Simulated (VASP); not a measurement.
Input:

```xyz
3
Lattice="-1.5708 1.5708 3.8483 1.5708 -1.5708 3.8483 1.5708 1.5708 -3.8483" Properties=species:S:1:pos:R:3 pbc="T T T"
Si     0.0000     0.0000     5.1309
Si     0.0000     0.0000     2.5657
W      0.0000     0.0000     0.0000
```

Computed with PBE GGA, VASP's PBE PAW potentials (set 64) (plane waves; VASP). Numerical set-up: 500 eV cut-off, 14×14×14 Γ-centred mesh, first-order Methfessel-Paxton smearing of 0.10 eV, potentials Si W_sv.

Energy and stress use the plane-wave basis of the starting cell.

Q: The ions, cell shape and volume at an external pressure of 30.0 GPa are relaxed. What does this cell relax into?

A: 
```xyz
3
Lattice="-1.5531 1.5531 3.8154 1.5531 -1.5531 3.8154 1.5531 1.5531 -3.8154" Properties=species:S:1:pos:R:3 pbc="T T T"
Si     0.0000     0.0000     5.0900
Si     0.0000     0.0000     2.5408
W      0.0000     0.0000     0.0000
```
Space group I4/mmm (139), at a tolerance of 0.03 Å.

Q: How do energy and volume change from the first to the last step?

A: The energy (σ→0) changes by +60.2 meV/atom and the volume by -3.1 %, in 9 ionic steps.

The compound is WSi2 in the MoSi2 type structure. This run relaxes it under an external pressure of 30 GPa. Symmetry was kept, so distortions that lower it aren't found.
